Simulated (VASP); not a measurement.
Here is the system:

```
Be
1.0
    2.29000     0.00000     0.00000
   -1.14500     1.98320     0.00000
    0.00000     0.00000     3.58000
Be
2
Direct
  0.66667   0.33333   0.75000
  0.33333   0.66667   0.25000
```

Level of theory: r2SCAN meta-GGA, VASP's PBE PAW potentials (set 64) (plane waves; VASP 6.6.1). Numerical set-up: 480 eV cut-off, 16×16×9 Γ-centred mesh, first-order Methfessel-Paxton smearing of 0.10 eV, potentials Be.

Energy and stress use the plane-wave basis of the starting cell.

Problem. The ions, cell shape and volume are relaxed. What does this cell relax into?

Solution. 
```
Be
1.0
    2.26594     0.00000     0.00000
   -1.13297     1.96236     0.00000
    0.00000     0.00000     3.56149
Be
2
Direct
  0.66667   0.33333   0.75000
  0.33333   0.66667   0.25000
```
Space group P6_3/mmc (194), at a tolerance of 0.03 Å.

Problem. How do energy and volume change from the first to the last step?

Solution. The energy (σ→0) changes by -2.2 meV/atom and the volume by -2.6 %, in 5 ionic steps.

The compound is Be in the hcp structure. This run relaxes it. Symmetry was kept, so distortions that lower it aren't found.
